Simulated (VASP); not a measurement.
Here is a VASP 6.6.1 calculation.

The input INCAR:

```
ALGO     = Normal         # electronic algorithm
EDIFF    = 1E-6           # SCF threshold, eV
ENCUT    = 520            # plane-wave cutoff, eV
GGA      = PE             # functional
ISIF     = 2              # what is computed and relaxed
ISMEAR   = 0              # smearing method
LASPH    = T              # aspherical terms in the spheres
LCHARG   = F              # write CHGCAR
LREAL    = F              # projectors in reciprocal space
LWAVE    = F              # write WAVECAR
NBANDS   = 16             # bands
NELM     = 100            # most SCF steps
PREC     = Accurate       # precision mode
SIGMA    = 0.05           # smearing width, eV
```

KPOINTS

```
k-points
0
Gamma
  10 10 6
```

POSCAR

```
AlN
1.0
    3.1122758884      0.0000000000      0.0000000000
   -1.5561379442      2.6953099829      0.0000000000
    0.0000000000      0.0000000000      4.9833180591
Al N
2 2
Direct
    0.3333333333      0.6666666667     -0.0009177615
    0.6666666667      0.3333333333      0.4990822385
    0.3333333333      0.6666666667      0.3809177615
    0.6666666667      0.3333333333      0.8809177615
```

Potentials or basis: VASP PAW PBE potentials, release 64 (Al, N).

Run with:

```bash
$ cat potpaw_PBE.64/Al/POTCAR potpaw_PBE.64/N/POTCAR > POTCAR
$ mpirun -np 1 vasp_std > vasp.out
```

Task: Estimate the pressure.

Result: 3.4 GPa.

Task: Predict the band gap on the k mesh.

Result: 4.20 eV, direct.

Stress tensor (GPa, compression positive):
```
3.40 0.00 0.00
0.00 3.40 0.00
0.00 0.00 3.49
```

**Experimental background.**

“Self-assembly of well-separated AlN nanowires directly on sputtered metallic TiN films”, 2019, arxiv:1910.07391 quotes, for a bulk crystal of AlN at 10 K: band gap 6.034 eV (an exciton energy, a little under the gap).

Measured gap of AlN: 6.034 eV (an exciton energy, a little under the gap; 10 K; quoted in “Self-assembly of well-separated AlN nanowires directly on sputtered metallic TiN films”, 2019, arxiv:1910.07391). This calculation gives 4.20 eV (-1.84 eV). 2 values of this kind are on record (6.034 to 6.0343 eV); this one was drawn at random. The value is that of PBE on a finite k mesh, which can miss the band edges, without temperature or zero-point motion. Semilocal functionals fall short of measured gaps as a rule.
